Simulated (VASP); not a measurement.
## In3TeCl: single point with PBE

Crystal: In3TeCl.

```
CELL_PARAMETERS angstrom
6.02000 0.00000 0.00000
0.00000 6.02000 0.00000
0.00000 0.00000 6.02000
ATOMIC_POSITIONS crystal
Cl 0.00000 0.00000 0.00000
Te 0.50000 0.50000 0.50000
In 0.50000 0.50000 0.00000
In 0.50000 0.00000 0.50000
In 0.00000 0.50000 0.50000
```

The cell comes from a database or a generator and needn't be the stable form of this composition.

```
Program                : VASP 6.6.1
Task                   : single point
Functional             : PBE
Potentials or basis    : VASP PAW PBE potentials, release 64 (Cl, Te, In_d)
Cutoff                 : 520 eV
k mesh                 : 4 × 4 × 4
Occupations            : gaussian, width 0.05 eV
Spin                   : no spin polarisation
Dipole correction      : no
Further INCAR settings : ALGO = Fast; EDIFF = 1e-06; NBANDS = 34
```

| Quantity | Value |
| --- | --- |
| Pressure | 0.6 GPa |
| Band gap on the k mesh | none (metal or under the smearing width) |

Levels at points of the mesh, in eV from the Fermi level:
```
           k point  band 22  band 23  band 24  band 25  band 26  band 27  band 28  band 29  band 30  band 31
(0.00, 0.00, 0.00)    -4.28    -4.28    -2.27    -2.27    -2.27     2.18     2.18     2.18     2.19     2.19
(0.50, 0.00, 0.00)    -4.23    -2.31    -2.31    -2.03    -0.07     1.20     1.20     1.26     1.39     1.99
(0.50, 0.50, 0.00)    -2.31    -2.31    -2.25    -0.67     0.05     0.05     0.99     0.99     1.79     1.79
(0.50, 0.50, 0.50)    -2.59    -2.59     0.02     0.02     0.02     0.10     0.10     0.10     2.00     2.00
```

It took 64 s on 1 thread of Intel(R) Xeon(R) Platinum 8488C (Sapphire Rapids) (shared host), peak memory 0.36 GiB.

Spin-orbit coupling is left out, which matters for the levels of Te.
